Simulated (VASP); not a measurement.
Level of theory: r2SCAN meta-GGA, VASP's PBE PAW potentials (set 64) (plane waves; VASP).

The input files of a VASP run:

File KPOINTS_OPT:
```
k-points along high-symmetry lines
6
Line-mode
Reciprocal
  0.000000   0.000000   0.000000 ! GAMMA
  0.500000   0.000000   0.000000 ! M

  0.500000   0.000000   0.000000 ! M
  0.333333   0.333333   0.000000 ! K

  0.333333   0.333333   0.000000 ! K
  0.000000   0.000000   0.000000 ! GAMMA

  0.000000   0.000000   0.000000 ! GAMMA
  0.000000   0.000000   0.500000 ! A

  0.000000   0.000000   0.500000 ! A
  0.500000   0.000000   0.500000 ! L

  0.500000   0.000000   0.500000 ! L
  0.333333   0.333333   0.500000 ! H

  0.333333   0.333333   0.500000 ! H
  0.000000   0.000000   0.500000 ! A

  0.500000   0.000000   0.500000 ! L
  0.500000   0.000000   0.000000 ! M

  0.333333   0.333333   0.500000 ! H
  0.333333   0.333333   0.000000 ! K
```

INCAR:
```
SYSTEM = CeO2
PREC = Accurate
ENCUT = 520
EDIFF = 1E-7
NELM = 100
ALGO = Normal
LREAL = .FALSE.
LASPH = .TRUE.
ISMEAR = -5
METAGGA = R2SCAN
LMIXTAU = .TRUE.
LMAXMIX = 6
LWAVE = .FALSE.
LCHARG = .FALSE.
LORBIT = 11
NEDOS = 601
ISIF = 2
LEFG = .TRUE.
```

**POSCAR**
```
CeO2
1
    3.6014139729     0.0000000543    -0.0000000000
   -1.8007063923     3.1189160921     0.0000000000
   -0.0000000000     0.0000000000     4.7113824491
Ce O
1 2
Direct
  0.0000000000   0.0000000000   0.0000000000
  0.3333330000   0.6666670000   0.1911768080
  0.6666670000   0.3333330000   0.8088231920
```

File KPOINTS:
```
Automatic mesh
0
Gamma
8 8 5
0 0 0
```

POTCAR, in this order: Ce O (PBE.64 set). Program: vasp_std.

Output

**OSZICAR**
```
       N       E                     dE             d eps       ncg     rms          rms(c)
DAV:   1     0.222772577132E+03    0.22277E+03   -0.11706E+04  1280   0.189E+03
DAV:   2    -0.266158751666E+02   -0.24939E+03   -0.24045E+03  2112   0.310E+02
DAV:   3    -0.653037566405E+02   -0.38688E+02   -0.38255E+02  1568   0.162E+02
DAV:   4    -0.672182641484E+02   -0.19145E+01   -0.19142E+01  2144   0.366E+01
DAV:   5    -0.673178125634E+02   -0.99548E-01   -0.99540E-01  2088   0.720E+00    0.359E+01
DAV:   6    -0.559524261087E+02    0.11365E+02   -0.57144E+01  1864   0.536E+01    0.119E+01
DAV:   7    -0.538479802258E+02    0.21044E+01   -0.50767E+01  1872   0.769E+01    0.187E+01
DAV:   8    -0.526248506845E+02    0.12231E+01   -0.10460E+01  1944   0.294E+01    0.353E+00
DAV:   9    -0.531387806454E+02   -0.51393E+00   -0.21537E+00  1976   0.164E+01    0.292E+00
DAV:  10    -0.528639392908E+02    0.27484E+00   -0.40761E-01  1512   0.769E+00    0.400E-01
DAV:  11    -0.529932561689E+02   -0.12932E+00   -0.21421E-01  2008   0.456E+00    0.107E+00
DAV:  12    -0.529303753056E+02    0.62881E-01   -0.26304E-02  1920   0.159E+00    0.118E+00
DAV:  13    -0.530266668817E+02   -0.96292E-01   -0.49705E-02  1424   0.256E+00    0.302E-01
DAV:  14    -0.530290447313E+02   -0.23778E-02   -0.21773E-02  1792   0.160E+00    0.164E-01
DAV:  15    -0.530340611663E+02   -0.50164E-02   -0.36607E-03  1488   0.728E-01    0.407E-02
DAV:  16    -0.530345483081E+02   -0.48714E-03   -0.82302E-04  2048   0.260E-01    0.632E-02
DAV:  17    -0.530346172094E+02   -0.68901E-04   -0.14398E-04  1856   0.128E-01    0.206E-02
DAV:  18    -0.530346296202E+02   -0.12411E-04   -0.14021E-05  1776   0.419E-02    0.156E-02
DAV:  19    -0.530346308753E+02   -0.12551E-05   -0.10863E-05  1880   0.386E-02    0.346E-03
DAV:  20    -0.530346326201E+02   -0.17448E-05   -0.19184E-06  1752   0.161E-02    0.125E-03
DAV:  21    -0.530346336426E+02   -0.10225E-05   -0.75733E-07  1768   0.990E-03    0.116E-03
DAV:  22    -0.530346332589E+02    0.38363E-06   -0.81230E-08   800   0.348E-03    0.498E-04
DAV:  23    -0.530346333799E+02   -0.12091E-06   -0.30714E-08   792   0.252E-03    0.327E-04
DAV:  24    -0.530346333567E+02    0.23126E-07   -0.94806E-09   696   0.120E-03
   1 F= -.53034633E+02 E0= -.53034633E+02  d E =0.000000E+00
       N       E                     dE             ncg
       N       E                     dE             ncg
```

OUTCAR:
```
------------------------ aborting loop because EDIFF is reached ----------------------------------------
  FORCE on cell =-STRESS in cart. coord.  units (eV):
  Direction    XX          YY          ZZ          XY          YZ          ZX
  --------------------------------------------------------------------------------------
  Total       -0.0205371     -0.0205371     -0.0691593     -0.0000000      0.0000000      0.0000000
  in kB       -0.6217613     -0.6217613     -2.0938047     -0.0000001      0.0000000      0.0000000
  external PRESSURE =      -1.1124424 kB  Pullay stress =       0.0000000 kB
  volume of cell :       52.92
      direct lattice vectors                 reciprocal lattice vectors
     3.601413973  0.000000054  0.000000000     0.277668715  0.160312049  0.000000000
    -1.800706392  3.118916092  0.000000000    -0.000000005  0.320624205  0.000000000
     0.000000000  0.000000000  4.711382449     0.000000000  0.000000000  0.212251926
 POSITION                                       TOTAL-FORCE (eV/Angst)
 -----------------------------------------------------------------------------------
      0.00000      0.00000      0.00000        -0.000000      0.000000      0.000000
     -0.00000      2.07928      0.90071         0.000000     -0.000000     -0.001062
      1.80071      1.03964      3.81068         0.000000      0.000000      0.001062
 -----------------------------------------------------------------------------------
    total drift:                                0.000000     -0.000000      0.000000
  FREE ENERGIE OF THE ION-ELECTRON SYSTEM (eV)
  ---------------------------------------------------
  free  energy   TOTEN  =       -53.0346333567 eV

  energy  without entropy=      -53.0346333567  energy(sigma->0) =      -53.03463336

 total charge

# of ion       s       p       d       f       tot
--------------------------------------------------
    1        2.075   5.829   0.924   0.956   9.785
    2        1.586   3.438   0.000   0.000   5.024
    3        1.586   3.438   0.000   0.000   5.024
--------------------------------------------------
tot          5.247  12.706   0.924   0.956  19.833

 Electric field gradients after diagonalization (V/A^2)
 (convention: |V_zz| > |V_xx| > |V_yy|)
----------------------------------------------------------------------
 ion       V_xx      V_yy      V_zz     asymmetry (V_yy - V_xx)/ V_zz
----------------------------------------------------------------------
   1    -202.649  -202.643   405.292       0.000
   2      -3.252    -3.248     6.501       0.001
   3      -3.252    -3.248     6.501       0.001
```
(Selected blocks of OUTCAR.)

OUTCAR:
```
 val. band max:        1.7350139550   @ k =  -0.0000   0.3750   0.4000

 cond. band min:       4.3283281666   @ k =   0.0000   0.0000   0.4000


 Fermi energy:         1.7488280725

 k-point     1 :       0.0000    0.0000    0.0000
  band No.  band energies     occupation
      1     -31.5179      2.00000
      2     -16.1593      2.00000
      3     -14.7522      2.00000
      4     -13.0901      2.00000
      5     -13.0900      2.00000
      6     -11.4215      2.00000
      7      -1.3258      2.00000
      8      -1.3258      2.00000
      9      -0.6694      2.00000
     10       1.2882      2.00000
     11       1.3961      2.00000
     12       1.3961      2.00000
     13       4.3869      0.00000
     14       4.6015      0.00000
     15       4.6015      0.00000
     16       4.9798      0.00000

 k-point     2 :       0.1250   -0.0000    0.0000
  band No.  band energies     occupation
      1     -31.4783      2.00000
      2     -16.0714      2.00000
      3     -15.4910      2.00000
      4     -13.1620      2.00000
      5     -12.3977      2.00000
      6     -11.6349      2.00000
      7      -1.1148      2.00000
      8      -0.9743      2.00000
      9      -0.5152      2.00000
     10       1.1406      2.00000
     11       1.3309      2.00000
     12       1.3957      2.00000
     13       4.4106      0.00000
     14       4.5932      0.00000
     15       4.6179      0.00000
     16       4.9609      0.00000

 k-point     3 :       0.2500   -0.0000    0.0000
  band No.  band energies     occupation
      1     -31.3805      2.00000
      2     -16.6176      2.00000
      3     -15.6996      2.00000
      4     -13.3287      2.00000
      5     -12.4907      2.00000
      6     -11.1578      2.00000
      7      -0.6202      2.00000
      8      -0.4516      2.00000
      9       0.0638      2.00000
     10       0.7454      2.00000
     11       1.3968      2.00000
     12       1.4163      2.00000
     13       4.4684      0.00000
...
```

The path is coarsely sampled, so an indirect gap can come out somewhat too large.

The structure was generated: CeO2 was put into the CdI2 type (P-3m1), which need not be its known phase. It was relaxed first, which changed the volume by +6 %. The run is not spin-polarised, so no magnetic state was tried.
